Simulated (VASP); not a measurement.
OSZICAR of a VASP run on NiAl (CsCl type):

### OSZICAR
```
       N       E                     dE             d eps       ncg     rms          rms(c)
DAV:   1     0.296238888352E+02    0.29624E+02   -0.59163E+03  1696   0.141E+03
DAV:   2    -0.214880128340E+02   -0.51112E+02   -0.48524E+02  1686   0.209E+02
DAV:   3    -0.227741156373E+02   -0.12861E+01   -0.12730E+01  1962   0.439E+01
DAV:   4    -0.227969218139E+02   -0.22806E-01   -0.22793E-01  1946   0.529E+00
DAV:   5    -0.227976465612E+02   -0.72475E-03   -0.72473E-03  1930   0.977E-01    0.117E+01
DAV:   6    -0.230780837929E+02   -0.28044E+00   -0.55732E+01  1858   0.136E+02    0.156E+01
DAV:   7    -0.200809918824E+02    0.29971E+01   -0.15449E+01  1864   0.770E+01    0.172E+00
DAV:   8    -0.200781378463E+02    0.28540E-02   -0.66083E-01  2064   0.125E+01    0.158E+00
DAV:   9    -0.200556632508E+02    0.22475E-01   -0.11316E-01  1862   0.610E+00    0.292E-01
DAV:  10    -0.200602868398E+02   -0.46236E-02   -0.12662E-02  1772   0.130E+00    0.274E-01
DAV:  11    -0.200610210606E+02   -0.73422E-03   -0.55808E-03  1968   0.121E+00    0.480E-02
DAV:  12    -0.200610331918E+02   -0.12131E-04   -0.10718E-04  1848   0.135E-01    0.307E-02
DAV:  13    -0.200610030549E+02    0.30137E-04   -0.34281E-05  1816   0.755E-02    0.333E-02
DAV:  14    -0.200610276223E+02   -0.24567E-04   -0.65587E-05  1966   0.131E-01    0.541E-03
DAV:  15    -0.200610289519E+02   -0.13296E-05   -0.15206E-06  1802   0.194E-02    0.226E-03
DAV:  16    -0.200610292008E+02   -0.24882E-06   -0.70404E-07  1664   0.161E-02    0.635E-04
DAV:  17    -0.200610293078E+02   -0.10701E-06   -0.12507E-08   840   0.169E-03    0.955E-04
DAV:  18    -0.200610292239E+02    0.83839E-07   -0.16316E-08   840   0.234E-03
   1 F= -.20061029E+02 E0= -.20061067E+02  d E =0.111857E-03
```

Task: Which electronic solver shows in the log?

Result: It is blocked Davidson (ALGO = Normal, or the opening steps of other solvers). The INCAR had ALGO = Normal.

Task: How was spin treated?

Result: Without spin polarisation: there is no mag entry.

Task: Can the final energy be trusted as converged?

Result: The run converged. It stopped with EDIFF = 1E-7, NELM = 100 (r2SCAN meta-GGA, plane waves, VASP's PBE PAW potentials (set 64)).

The compound is NiAl in the CsCl type structure. This cell is one point of a volume scan, at 1.03 of the reference volume. The run is not spin-polarised, so no magnetic state was tried. The electron count is odd and the run is not spin-polarised, which forces a metal.
